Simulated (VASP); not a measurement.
# Si5Ge11 (Cm) in VASP: notebook, part 2 of 2

VASP 6.6.1. Earlier steps stand in the parts before.

### Step 3. Relaxation of cell and atoms, PBEsol

This run uses another cell than the first one, of 21.85 Å³/atom, 1.003 times its volume.

INCAR

```
PREC = Accurate
ENCUT = 600
EDIFF = 1E-7
ISMEAR = 0
SIGMA = 0.03
LREAL = False
LASPH = True
NELM = 80
ALGO = Normal
ISIF = 3
LWAVE = False
LCHARG = False
GGA = PS
IBRION = 2
NSW = 90
EDIFFG = -0.005
LUSENCCL = False
```

KPOINTS

```
regular mesh
0
Gamma
  6 6 6
```

POSCAR

```
Si5Ge11                                 
1.0
    0.0002380629      5.5912904751     -5.5911042269
    5.5915285380      5.5915285380      0.0000000000
    5.5919181407     -0.0003896027     -5.5917318257
  Ge              Si            
    11     5
Direct
     0.4955425067642373    0.0014760362538043    0.5015054207281543
     0.0045030046490566    0.9984370334052998    0.4984704136228440
     0.0045030046490566    0.4985895483227996    0.4984704136228440
     0.4969048618130416    0.9970651761741485    0.0030280893314702
     0.4969048618130416    0.5030018726813398    0.0030280893314702
     0.0000806822963043    0.4999648546930587    0.9999896083175783
     0.8707037776781079    0.3764206646436804    0.3764548930345314
     0.8764376533844448    0.8764538802869964    0.3706545860415623
     0.3765186964597207    0.3763999393141306    0.8706814249120181
     0.8764267322261180    0.3706601108332875    0.8764101724578574
     0.8764267322261180    0.8765029844827373    0.8764101724578574
     0.4970827728393687    0.5028147609849472    0.4972877051907367
     0.0042200144929225    0.9985314966517076    0.9987169922036623
     0.3763701868496341    0.3763144933375425    0.3762874212114672
     0.3763701868496341    0.8710278986013562    0.3762874212114672
     0.3710043250091934    0.8763392493331635    0.8763171763244796
```

Potentials or basis: VASP PAW PBE potentials, release 64 (Ge_d, Si).

Launch:

```sh
$ cat potpaw_PBE.64/Ge_d/POTCAR potpaw_PBE.64/Si/POTCAR > POTCAR
$ mpirun -np 1 vasp_std > vasp.out
```

OUTCAR:

```text
PREC = Accurate
   ENCUT = 600
   EDIFF = 1E-7
   ISMEAR = 0
   LREAL = False
   LASPH = True
   NELM = 80
   ISIF = 3
   GGA = PS
   IBRION = 2
   NSW = 90
   EDIFFG = -0.005

 ion  position               nearest neighbor table
   1  0.496  0.001  0.502-  16 2.42  15 2.42  14 2.42   8 2.46
   2  0.005  0.998  0.498-  15 2.40   8 2.44  11 2.44   7 2.44
   3  0.005  0.499  0.498-  14 2.40   8 2.44  10 2.44   7 2.44
   4  0.497  0.997  0.003-  15 2.41  16 2.41   9 2.45  11 2.45
   5  0.497  0.503  0.003-  14 2.41  16 2.41   9 2.45  10 2.45
[... 2755 lines left out ...]
  in kB        0.2895567      0.2895567      0.2857348      0.0429163     -0.0558544      0.0558548
  external PRESSURE =       0.2882828 kB  Pullay stress =       0.0000000 kB

 VOLUME and BASIS-vectors are now :
 -----------------------------------------------------------------------------
  energy-cutoff  :      600.00
  volume of cell :      349.12
      direct lattice vectors                 reciprocal lattice vectors
     0.000291713  5.588135222 -5.587917013    -0.089468912  0.089468912 -0.089489826
     5.588426935  5.588426935 -0.000000000     0.089481660  0.089459572  0.089467737
     5.589515181 -0.001088246 -5.589296901     0.089446824 -0.089446824 -0.089445647

 POSITION                                       TOTAL-FORCE (eV/Angst)
 -----------------------------------------------------------------------------------
      2.81155      2.77688     -5.57206         0.001792     -0.001792     -0.000764
      8.36560      5.60442     -2.81128         0.000059     -0.001042     -0.001536
      5.57243      2.81125     -2.81128         0.001042     -0.000059     -0.001536
      5.58913      8.34866     -2.79345         0.001890     -0.002818     -0.000602
      2.82820      5.58772     -2.79345         0.002818     -0.001890     -0.000602
      8.38333      2.79352     -5.58972         0.000956     -0.000956     -0.001906
[... 8 lines left out ...]
      6.97113      6.97061     -4.20645        -0.001050      0.003560     -0.000212
      9.79550      6.96978     -6.97125        -0.003280      0.003280      0.000562
 -----------------------------------------------------------------------------------
    total drift:                               -0.000291      0.000280     -0.000248

  FREE ENERGIE OF THE ION-ELECTRON SYSTEM (eV)
  ---------------------------------------------------
  free  energy   TOTEN  =       -82.8735916518 eV

  energy  without entropy=      -82.8735916508  energy(sigma->0) =      -82.87359165

 reached required accuracy - stopping structural energy minimisation
```

OSZICAR:

```text
N       E                     dE             d eps       ncg     rms          rms(c)
DAV:   1     0.271761667065E+04    0.27176E+04   -0.77830E+04 17824   0.442E+03
DAV:   2     0.529817783977E+03   -0.21878E+04   -0.20973E+04 14144   0.133E+03
DAV:   3    -0.641826245085E+01   -0.53624E+03   -0.51042E+03 14400   0.305E+02
[... 21 lines left out ...]
DAV:   5    -0.828735872896E+02    0.83943E-05   -0.76755E-05 20056   0.177E-01    0.102E-02
DAV:   6    -0.828735910521E+02   -0.37626E-05   -0.37424E-05 15536   0.765E-02    0.422E-03
DAV:   7    -0.828735917413E+02   -0.68916E-06   -0.82077E-06 18960   0.465E-02    0.231E-03
DAV:   8    -0.828735917997E+02   -0.58448E-07   -0.12790E-06 18456   0.225E-02    0.110E-03
DAV:   9    -0.828735916181E+02    0.18166E-06   -0.18486E-07  9920   0.102E-02    0.321E-04
DAV:  10    -0.828735916518E+02   -0.33711E-07   -0.34654E-07 12192   0.796E-03
   2 F= -.82873592E+02 E0= -.82873592E+02  d E =-.103617E-03
```

It took 46 min on 1 × NVIDIA H100 80GB with 1 thread of AMD EPYC 7R13 (Zen 3), shared host; peak memory 2.8 GiB.

What came out:

```
Free energy                            : -82.8736 eV
Relaxed volume                         : 21.82 Å³/atom
Relaxed cell                           : a = 7.903 Å, b = 7.903 Å, c = 7.905 Å, α = 60.01°, β = 60.01°, γ = 60.00°
Space group after relaxing (to 0.05 Å) : Cm (No. 8)
Energy gained by relaxing              : 0.0 meV/atom
Ionic steps                            : 2
Pressure after relaxing                : 0.0 GPa
Largest force after relaxing           : 0.005 eV/Å
Band gap on the k mesh                 : 0.21 eV, direct
```

Forces on the atoms (eV/Å):
```
Ge   0.002 -0.002 -0.001
Ge   0.000 -0.001 -0.002
Ge   0.001  0.000 -0.002
Ge   0.002 -0.003 -0.001
Ge   0.003 -0.002 -0.001
Ge   0.001 -0.001 -0.002
Ge   0.000  0.000  0.001
Ge   0.000  0.000  0.003
Ge  -0.003  0.003 -0.001
Ge  -0.001  0.000  0.003
Ge   0.000  0.001  0.003
Si   0.002 -0.002  0.000
Si   0.001 -0.001 -0.003
Si  -0.004  0.001  0.000
Si  -0.001  0.004  0.000
Si  -0.003  0.003  0.001
```

The path:
```csv
step,energy change (eV),largest force (eV/Å),pressure (GPa),volume (Å³)
1,0.0000,0.0083,-0.08,349.64
2,-0.0001,0.0047,0.03,349.12
```

Final structure:
```xyz
16
Lattice="0.0003 5.5881 -5.5879 5.5884 5.5884 0.0000 5.5895 -0.0011 -5.5893" Properties=species:S:1:pos:R:3 pbc="T T T"
Ge    2.8116    2.7769   -5.5721
Ge    8.3656    5.6044   -2.8113
Ge    5.5724    2.8112   -2.8113
Ge    5.5891    8.3487   -2.7935
Ge    2.8282    5.5877   -2.7935
Ge    8.3833    2.7935   -5.5897
Ge    4.2083    6.9685   -6.9696
Ge    6.9703    9.7950   -6.9691
Ge    6.9701    4.2067   -6.9708
Ge    6.9704    6.9678   -9.7957
Ge    9.7975    9.7949   -9.7957
Si    5.5897    5.5871   -5.5569
Si   11.1625    5.6028   -5.6058
Si    4.2062    4.2057   -4.2064
Si    6.9711    6.9706   -4.2064
Si    9.7955    6.9698   -6.9713
```

Levels at points of the mesh, in eV from the valence-band top:
```csv
k point,band 85,band 86,band 87,band 88,band 89,band 90
"(0.00, 0.00, 0.00)",-0.03,-0.01,0.00,0.21,0.34,0.35
"(0.50, 0.00, 0.00)",-0.97,-0.73,-0.73,0.99,1.03,1.07
"(0.00, 0.50, 0.00)",-0.90,-0.81,-0.80,1.01,1.04,1.11
"(0.50, 0.50, 0.00)",-1.49,-1.44,-1.30,0.83,1.04,1.84
"(0.00, 0.00, 0.50)",-0.86,-0.81,-0.80,1.02,1.04,1.16
"(0.50, 0.00, 0.50)",-1.49,-1.46,-1.31,0.84,1.03,1.86
```

Caveat: the PAW data sets were made with another functional, which shifts forces and pressure a little.
